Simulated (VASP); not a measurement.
These are PBE GGA, VASP's PBE PAW potentials (set 64) (plane waves; VASP) values and carry that method's errors.

VASP ran on this input.

### KPOINTS
```
Automatic mesh
0
G
 11 11 6
```

**POSCAR**
```
Sc
1
    1.6881000000    -2.9238750000     0.0000000000
    1.6881000000     2.9238750000     0.0000000000
    0.0000000000     0.0000000000     5.3754000000
Sc
2
Direct
  0.3333330000   0.6666670000   0.2500000000
  0.6666670000   0.3333330000   0.7500000000
```

INCAR:
```
# general
SYSTEM =Sc
PREC   =Accurate
ENCUT  =400
LREAL  =.FALSE.
LASPH  =.TRUE.   # aspherical one-centre terms

# electronic loop
EDIFF  =1E-6
NELM   =100
ALGO   =Normal   # blocked Davidson
IMIX   =1
AMIX   =0.05
BMIX   =0.0001
LMAXMIX=4   # l cut-off of mixed one-centre charges

# smearing
ISMEAR =1   # Methfessel-Paxton
SIGMA  =0.1   # width (eV)

# functional
GGA    =PE

# ions
ISIF   =2   # forces and stress, cell fixed

# output
LWAVE  =.FALSE.
LCHARG =.FALSE.
```

POTCAR, in this order: Sc_sv (PBE.64 set). Program: vasp_std.

Output of the run:

File OSZICAR:
```
       N       E                     dE             d eps       ncg     rms          rms(c)
DAV:   1     0.343416952467E+03    0.34342E+03   -0.99137E+03  1944   0.125E+03
DAV:   2     0.518239862353E+01   -0.33823E+03   -0.33354E+03  2721   0.647E+02
DAV:   3    -0.136047510023E+02   -0.18787E+02   -0.18253E+02  3154   0.164E+02
DAV:   4    -0.139789805738E+02   -0.37423E+00   -0.31451E+00  2936   0.201E+01
DAV:   5    -0.139876319162E+02   -0.86513E-02   -0.86471E-02  3187   0.261E+00    0.719E+00
DAV:   6    -0.137031422191E+02    0.28449E+00   -0.66500E-02  2543   0.336E+00    0.646E+00
DAV:   7    -0.134693469163E+02    0.23380E+00   -0.56695E-02  2494   0.303E+00    0.580E+00
DAV:   8    -0.132779985324E+02    0.19135E+00   -0.46962E-02  2459   0.274E+00    0.520E+00
DAV:   9    -0.131218140371E+02    0.15618E+00   -0.39007E-02  2459   0.247E+00    0.466E+00
DAV:  10    -0.129946644138E+02    0.12715E+00   -0.32178E-02  2445   0.222E+00    0.417E+00
DAV:  11    -0.128914021361E+02    0.10326E+00   -0.26413E-02  2445   0.200E+00    0.374E+00
DAV:  12    -0.128077298784E+02    0.83672E-01   -0.21578E-02  2431   0.179E+00    0.335E+00
DAV:  13    -0.127400673691E+02    0.67663E-01   -0.17559E-02  2445   0.160E+00    0.300E+00
DAV:  14    -0.126854369714E+02    0.54630E-01   -0.14229E-02  2445   0.143E+00    0.268E+00
DAV:  15    -0.126413716357E+02    0.44065E-01   -0.11494E-02  2452   0.127E+00    0.241E+00
DAV:  16    -0.126058402270E+02    0.35531E-01   -0.92542E-03  2445   0.113E+00    0.216E+00
DAV:  17    -0.125771831167E+02    0.28657E-01   -0.74343E-03  2466   0.100E+00    0.194E+00
DAV:  18    -0.125540536429E+02    0.23129E-01   -0.59579E-03  2445   0.888E-01    0.175E+00
DAV:  19    -0.125353653947E+02    0.18688E-01   -0.47683E-03  2459   0.787E-01    0.158E+00
DAV:  20    -0.125202450119E+02    0.15120E-01   -0.38082E-03  2438   0.696E-01    0.143E+00
DAV:  21    -0.125079917060E+02    0.12253E-01   -0.30389E-03  2459   0.616E-01    0.130E+00
DAV:  22    -0.124980436894E+02    0.99480E-02   -0.24210E-03  2452   0.544E-01    0.118E+00
DAV:  23    -0.124899506376E+02    0.80931E-02   -0.19274E-03  2459   0.480E-01    0.107E+00
DAV:  24    -0.124833515538E+02    0.65991E-02   -0.15326E-03  2459   0.424E-01    0.982E-01
DAV:  25    -0.124779569908E+02    0.53946E-02   -0.12180E-03  2473   0.374E-01    0.901E-01
DAV:  26    -0.124735348082E+02    0.44222E-02   -0.96706E-04  2445   0.330E-01    0.829E-01
DAV:  27    -0.124698987945E+02    0.36360E-02   -0.76786E-04  2473   0.291E-01    0.765E-01
DAV:  28    -0.124668995185E+02    0.29993E-02   -0.60922E-04  2445   0.257E-01    0.707E-01
DAV:  29    -0.124644170087E+02    0.24825E-02   -0.48360E-04  2487   0.227E-01    0.656E-01
DAV:  30    -0.124623548632E+02    0.20621E-02   -0.38370E-04  2459   0.201E-01    0.611E-01
DAV:  31    -0.124606355545E+02    0.17193E-02   -0.30472E-04  2466   0.177E-01    0.569E-01
DAV:  32    -0.124591966578E+02    0.14389E-02   -0.24199E-04  2466   0.157E-01    0.532E-01
DAV:  33    -0.124579878200E+02    0.12088E-02   -0.19237E-04  2473   0.139E-01    0.498E-01
DAV:  34    -0.124569683592E+02    0.10195E-02   -0.15301E-04  2473   0.123E-01    0.467E-01
DAV:  35    -0.124561053363E+02    0.86302E-03   -0.12186E-04  2473   0.109E-01    0.439E-01
DAV:  36    -0.124553720214E+02    0.73331E-03   -0.97171E-05  2466   0.972E-02    0.413E-01
DAV:  37    -0.124547466619E+02    0.62536E-03   -0.77601E-05  2459   0.865E-02    0.389E-01
DAV:  38    -0.124542115046E+02    0.53516E-03   -0.62096E-05  2494   0.771E-02    0.367E-01
DAV:  39    -0.124537520131E+02    0.45949E-03   -0.49782E-05  2481   0.688E-02    0.346E-01
DAV:  40    -0.124533562467E+02    0.39577E-03   -0.40007E-05  2480   0.615E-02    0.327E-01
DAV:  41    -0.124530143607E+02    0.34189E-03   -0.32228E-05  2466   0.551E-02    0.309E-01
DAV:  42    -0.124527182077E+02    0.29615E-03   -0.26041E-05  2473   0.494E-02    0.292E-01
DAV:  43    -0.124524610154E+02    0.25719E-03   -0.21071E-05  2441   0.444E-02    0.276E-01
DAV:  44    -0.124522371306E+02    0.22388E-03   -0.17136E-05  2377   0.403E-02    0.261E-01
DAV:  45    -0.124520417799E+02    0.19535E-03   -0.13702E-05  2008   0.374E-02    0.247E-01
DAV:  46    -0.124518709764E+02    0.17080E-03   -0.12103E-05  2247   0.406E-02    0.234E-01
DAV:  47    -0.124517215015E+02    0.14947E-03   -0.11833E-05  2658   0.401E-02    0.222E-01
DAV:  48    -0.124515904577E+02    0.13104E-03   -0.77549E-06  1988   0.275E-02    0.210E-01
DAV:  49    -0.124514753643E+02    0.11509E-03   -0.69998E-06  2170   0.297E-02    0.199E-01
DAV:  50    -0.124513742447E+02    0.10112E-03   -0.66980E-06  2574   0.285E-02    0.188E-01
DAV:  51    -0.124512852652E+02    0.88980E-04   -0.44589E-06  1911   0.212E-02    0.179E-01
DAV:  52    -0.124512068756E+02    0.78390E-04   -0.41784E-06  2098   0.235E-02    0.169E-01
DAV:  53    -0.124511378159E+02    0.69060E-04   -0.41201E-06  2449   0.230E-02    0.160E-01
DAV:  54    -0.124510769086E+02    0.60907E-04   -0.26679E-06  1674   0.174E-02    0.152E-01
DAV:  55    -0.124510230769E+02    0.53832E-04   -0.21645E-06  1248   0.188E-02    0.144E-01
DAV:  56    -0.124509755444E+02    0.47532E-04   -0.39748E-06  1628   0.217E-02    0.136E-01
DAV:  57    -0.124509336841E+02    0.41860E-04   -0.33558E-06  1917   0.216E-02    0.129E-01
DAV:  58    -0.124508967189E+02    0.36965E-04   -0.19601E-06  1366   0.142E-02    0.122E-01
DAV:  59    -0.124508640596E+02    0.32659E-04   -0.18676E-06  1274   0.152E-02    0.116E-01
DAV:  60    -0.124508352020E+02    0.28858E-04   -0.15741E-06  1179   0.174E-02    0.110E-01
DAV:  61    -0.124508097138E+02    0.25488E-04   -0.17233E-06  1209   0.205E-02    0.104E-01
DAV:  62    -0.124507872591E+02    0.22455E-04   -0.23589E-06  1605   0.217E-02    0.983E-02
DAV:  63    -0.124507674591E+02    0.19800E-04   -0.14853E-06  1397   0.160E-02    0.931E-02
DAV:  64    -0.124507499928E+02    0.17466E-04   -0.13496E-06  1271   0.141E-02    0.881E-02
DAV:  65    -0.124507345827E+02    0.15410E-04   -0.10613E-06  1118   0.153E-02    0.836E-02
DAV:  66    -0.124507210027E+02    0.13580E-04   -0.11932E-06  1116   0.162E-02    0.791E-02
DAV:  67    -0.124507090387E+02    0.11964E-04   -0.96986E-07  1027   0.177E-02    0.750E-02
DAV:  68    -0.124506984994E+02    0.10539E-04   -0.97077E-07   967   0.188E-02    0.710E-02
DAV:  69    -0.124506892271E+02    0.92723E-05   -0.10118E-06   974   0.208E-02    0.673E-02
DAV:  70    -0.124506810887E+02    0.81385E-05   -0.11502E-06  1002   0.210E-02    0.636E-02
DAV:  71    -0.124506739530E+02    0.71357E-05   -0.10486E-06   967   0.219E-02    0.603E-02
DAV:  72    -0.124506677074E+02    0.62456E-05   -0.10724E-06   960   0.214E-02    0.570E-02
DAV:  73    -0.124506622473E+02    0.54601E-05   -0.98390E-07   960   0.218E-02    0.540E-02
DAV:  74    -0.124506574839E+02    0.47634E-05   -0.98241E-07   960   0.209E-02    0.511E-02
DAV:  75    -0.124506533353E+02    0.41486E-05   -0.88119E-07   960   0.210E-02    0.484E-02
DAV:  76    -0.124506497301E+02    0.36052E-05   -0.85627E-07   960   0.199E-02    0.458E-02
DAV:  77    -0.124506466039E+02    0.31262E-05   -0.75982E-07   960   0.197E-02    0.434E-02
DAV:  78    -0.124506438998E+02    0.27040E-05   -0.72439E-07   960   0.185E-02    0.410E-02
DAV:  79    -0.124506415680E+02    0.23318E-05   -0.64072E-07   960   0.182E-02    0.388E-02
DAV:  80    -0.124506395632E+02    0.20048E-05   -0.60321E-07   960   0.171E-02    0.367E-02
DAV:  81    -0.124506378460E+02    0.17173E-05   -0.53370E-07   960   0.166E-02    0.348E-02
DAV:  82    -0.124506363814E+02    0.14645E-05   -0.49697E-07   960   0.156E-02    0.329E-02
DAV:  83    -0.124506351382E+02    0.12432E-05   -0.44135E-07   960   0.152E-02    0.311E-02
DAV:  84    -0.124506340891E+02    0.10491E-05   -0.40668E-07   960   0.142E-02    0.294E-02
DAV:  85    -0.124506332103E+02    0.87881E-06   -0.36250E-07   960   0.137E-02
   1 F= -.12450633E+02 E0= -.12450774E+02  d E =0.422644E-03
```

**OUTCAR**
```
------------------------ aborting loop because EDIFF is reached ----------------------------------------
  FORCE on cell =-STRESS in cart. coord.  units (eV):
  Direction    XX          YY          ZZ          XY          YZ          ZX
  --------------------------------------------------------------------------------------
  Total       -0.9536598     -0.9536599     -1.3892478     -0.0000000      0.0000000      0.0000000
  in kB      -28.7942862    -28.7942869    -41.9461929     -0.0000000      0.0000000      0.0000000
  external PRESSURE =     -33.1782553 kB  Pullay stress =       0.0000000 kB
  volume of cell :       53.06
      direct lattice vectors                 reciprocal lattice vectors
     1.688100000 -2.923875000  0.000000000     0.296190984 -0.171005942  0.000000000
     1.688100000  2.923875000  0.000000000     0.296190984  0.171005942  0.000000000
     0.000000000  0.000000000  5.375400000     0.000000000  0.000000000  0.186032667
 POSITION                                       TOTAL-FORCE (eV/Angst)
 -----------------------------------------------------------------------------------
      1.68810      0.97463      1.34385         0.000000      0.000000      0.000000
      1.68810     -0.97463      4.03155        -0.000000     -0.000000      0.000000
 -----------------------------------------------------------------------------------
    total drift:                                0.000130      0.000702     -0.000015
  FREE ENERGIE OF THE ION-ELECTRON SYSTEM (eV)
  ---------------------------------------------------
  free  energy   TOTEN  =       -12.4506332103 eV

  energy  without entropy=      -12.4510558545  energy(sigma->0) =      -12.45077409
```
(Selected blocks of OUTCAR.)

The compound is Sc in the hcp structure. The cell was not relaxed at this level. The run is one of a series of settings (AMIX = 0.05, BMIX = 0.0001, IMIX = 1 against the base run), some of them coarse on purpose.
